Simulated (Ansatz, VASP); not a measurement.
## Zr3ScN4 in VASP and in Ansatz

```
CELL_PARAMETERS angstrom
-2.85862 2.85862 2.85862
2.85862 -2.85862 2.85862
2.85862 2.85862 -2.85862
ATOMIC_POSITIONS crystal
Zr 0.50000 0.00000 0.50000
Zr 0.00000 0.50000 0.50000
Zr 0.50000 0.50000 0.00000
Sc 0.00000 0.00000 0.00000
N 0.56796 0.56796 0.56796
N 0.00000 0.43204 0.00000
N 0.43204 0.00000 0.00000
N 0.00000 0.00000 0.43204
```

Alike in both runs: task single point; functional PBE; k mesh 6 × 6 × 6; occupations gaussian, width 0.2 eV; no spin polarisation.

|  | VASP | Ansatz |
| --- | --- | --- |
| version | VASP 6.6.1 | Ansatz 0.2.0 |
| potentials or method | VASP PAW PBE potentials, release 64 (Zr_sv, Sc_sv, N) | scalar-relativistic, plane waves, PAW |
| plane-wave cutoff (eV) | 520 | 420 |
| valence electrons in the cell | 67 | 67 |

VASP gave:

```
gap on the k mesh at the Fermi level (eV) : none
pressure (GPa)                            : 0.4
rms of the force components (eV/Å)        : 0.023
```

Problem. What did Ansatz give for the same quantities?

Solution. gap on the k mesh at the Fermi level (eV): none; pressure (GPa): 0.0; rms of the force components (eV/Å): 0.006.

Atom by atom the forces differ by 0.017 eV/Å (rms over components). A gap of «none» marks a metal or a gap that the smearing closes.
